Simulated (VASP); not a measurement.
SbP:

```
Sb P
1.0
     3.63219    0.00000    0.00000
    -1.81610    3.14557    0.00000
     0.00000    0.00000    5.65888
Sb P
1 1
Direct
  0.33333 0.66667 0.50000
  0.00000 0.00000 0.00000
```

The cell was built by a generator and needn't be a form met in nature.

| Item | Value |
| --- | --- |
| Program | VASP 6.6.1 |
| Task | relaxation of cell and atoms |
| Functional | r2SCAN |
| Dispersion | D3(BJ) |
| Potentials or basis | VASP PAW PBE potentials, release 64 (Sb, P) |
| Cutoff | 600 eV |
| k mesh | 8 × 8 × 5 |
| Occupations | gaussian, width 0.05 eV |
| Spin | no spin polarisation |

At the start: pressure -12.8 GPa; volume 32.33 Å³/atom.

Q: Where does the relaxation end?

A: Over 24 steps the energy falls by 1227.9 meV/atom and the volume is 21.60 Å³/atom (-33.2 %); space group P-6m2 (No. 187, to 0.05 Å).

The path:
```csv
step,energy change (eV),largest force (eV/Å),pressure (GPa),volume (Å³)
1,0.0000,0.0000,-12.85,64.65
2,-1.4811,0.0000,-3.32,43.28
3,-1.5112,0.0000,0.24,41.21
4,-1.5112,0.0000,1.07,40.81
5,-1.5636,0.0000,1.88,40.68
6,-1.5858,0.0000,2.51,40.60
7,-1.6654,0.0000,2.75,40.39
8,-1.9696,0.0000,4.67,39.79
9,-2.1991,0.0000,15.59,37.80
10,-2.2960,0.0000,9.12,38.74
11,-2.3058,0.0000,10.90,38.41
12,-2.3250,0.0000,10.50,38.67
13,-2.3374,0.0000,9.93,39.12
14,-2.3613,0.0000,8.64,39.52
15,-2.4154,0.0000,5.35,40.71
16,-2.4557,0.0000,-0.01,43.18
17,-2.4557,0.0000,0.16,43.09
18,-2.4557,0.0000,0.16,43.10
19,-2.4558,0.0000,0.14,43.11
20,-2.4558,0.0000,0.09,43.14
21,-2.4558,0.0000,0.09,43.13
22,-2.4558,0.0000,0.08,43.16
23,-2.4558,0.0000,-0.11,43.24
24,-2.4558,0.0000,-0.01,43.19
```

Final structure:
```cif
data_structure
_symmetry_space_group_name_H-M 'P 1'
_symmetry_Int_Tables_number 1
_cell_length_a 3.6929
_cell_length_b 3.6929
_cell_length_c 3.6573
_cell_angle_alpha 90.000
_cell_angle_beta 90.000
_cell_angle_gamma 120.000
_cell_volume 43.19
loop_
_atom_site_label
_atom_site_type_symbol
_atom_site_fract_x
_atom_site_fract_y
_atom_site_fract_z
_atom_site_occupancy
Sb1 Sb 0.33333 0.66667 0.50000 1
P1 P 0.00000 0.00000 0.00000 1
```

Caveat: the volume moved by over 15 % at a fixed basis, so the end points are rough; the PAW data sets were made with another functional, which shifts forces and pressure a little; pairwise dispersion overbinds metals, which lowers pressure and volume.
